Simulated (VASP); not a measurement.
Computed with PBE GGA, VASP's PBE PAW potentials (set 64) (plane waves; VASP).

The input files of a VASP run:

KPOINTS:
```
Regular mesh
0
gamma
 9 9 9
```

**INCAR**
```
ALGO = Normal
EDIFF = 1E-6
ENCUT = 325
GGA = PE
ISIF = 2
ISMEAR = 0
LASPH = T
LCHARG = F
LREAL = F
LWAVE = F
NELM = 100
PREC = Accurate
SIGMA = 0.05
SYSTEM = BP
```

POSCAR:
```
BP
1
    0.0000000000     2.3154000000     2.3154000000
    2.3154000000     0.0000000000     2.3154000000
    2.3154000000     2.3154000000     0.0000000000
B P
1 1
Direct
  0.0000000000   0.0000000000   0.0000000000
  0.2500000000   0.2500000000   0.2500000000
```

POTCAR, in this order: B P (PBE.64 set). Program: vasp_std.

The resulting files:

**OUTCAR**
```
 ion  position               nearest neighbor table
   1  0.000  0.000  0.000-   2 2.01   2 2.01   2 2.01   2 2.01
   2  0.250  0.250  0.250-   1 2.01   1 2.01   1 2.01   1 2.01
  LATTYP: Found a face centered cubic cell.
 ALAT       =     4.6308000000
 Subroutine PRICEL returns:
 Original cell was already a primitive cell.
 Subroutine GETGRP returns: Found 24 space group operations
The static configuration has the point symmetry T_d .
The dynamic configuration has the point symmetry T_d .
 Subroutine INISYM returns: Found 24 space group operations
 Subroutine IBZKPT returns following result:
 Found     35 irreducible k-points:

 Following reciprocal coordinates:
            Coordinates               Weight
  0.000000  0.000000  0.000000      1.000000
  0.111111  0.000000  0.000000      8.000000
  0.222222  0.000000  0.000000      8.000000
  0.333333  0.000000  0.000000      8.000000
  0.444444  0.000000  0.000000      8.000000
  0.111111  0.111111  0.000000      6.000000
  0.222222  0.111111  0.000000     24.000000
  0.333333  0.111111  0.000000     24.000000
  0.444444  0.111111  0.000000     24.000000
...
```

OSZICAR:
```
       N       E                     dE             d eps       ncg     rms          rms(c)
DAV:   1     0.327815821878E+01    0.32782E+01   -0.31902E+03   560   0.624E+02
DAV:   2    -0.132968894738E+02   -0.16575E+02   -0.16180E+02   896   0.855E+01
DAV:   3    -0.134712595124E+02   -0.17437E+00   -0.17437E+00   632   0.117E+01
DAV:   4    -0.134716230724E+02   -0.36356E-03   -0.36356E-03   880   0.538E-01
DAV:   5    -0.134716234483E+02   -0.37582E-06   -0.37582E-06   688   0.110E-02    0.663E+00
DAV:   6    -0.129691096426E+02    0.50251E+00   -0.14212E+00   592   0.616E+00    0.365E+00
DAV:   7    -0.128957423904E+02    0.73367E-01   -0.19720E-01   824   0.267E+00    0.123E+00
DAV:   8    -0.128883823284E+02    0.73601E-02   -0.26047E-02   624   0.108E+00    0.190E-01
DAV:   9    -0.128886936185E+02   -0.31129E-03   -0.50952E-04   744   0.196E-01    0.990E-02
DAV:  10    -0.128888966372E+02   -0.20302E-03   -0.30392E-04   648   0.134E-01    0.270E-02
DAV:  11    -0.128889069725E+02   -0.10335E-04   -0.14257E-05   800   0.317E-02    0.276E-02
DAV:  12    -0.128889077131E+02   -0.74061E-06   -0.28854E-06   576   0.109E-02
   1 F= -.12888908E+02 E0= -.12888908E+02  d E =-.250574E-14
```

File OUTCAR:
```
------------------------ aborting loop because EDIFF is reached ----------------------------------------
  FORCE on cell =-STRESS in cart. coord.  units (eV):
  Direction    XX          YY          ZZ          XY          YZ          ZX
  --------------------------------------------------------------------------------------
  Total       -1.3205379     -1.3205379     -1.3205379     -0.0000000     -0.0000000      0.0000000
  in kB      -85.2223235    -85.2223235    -85.2223235     -0.0000000     -0.0000000      0.0000000
  external PRESSURE =     -85.2223235 kB  Pullay stress =       0.0000000 kB
  volume of cell :       24.83
      direct lattice vectors                 reciprocal lattice vectors
     0.000000000  2.315400000  2.315400000    -0.215945409  0.215945409  0.215945409
     2.315400000  0.000000000  2.315400000     0.215945409 -0.215945409  0.215945409
     2.315400000  2.315400000  0.000000000     0.215945409  0.215945409 -0.215945409
  FREE ENERGIE OF THE ION-ELECTRON SYSTEM (eV)
  ---------------------------------------------------
  free  energy   TOTEN  =       -12.8889077131 eV

  energy  without entropy=      -12.8889077131  energy(sigma->0) =      -12.88890771
```
(Selected blocks of OUTCAR.)

At this cut-off the stress carries a Pulay error, which pulls relaxed volumes low.

The compound is BP in the zinc blende structure. The cell was not relaxed at this level. The run is one of a series of settings (ENCUT = 325 against the base run), some of them coarse on purpose.
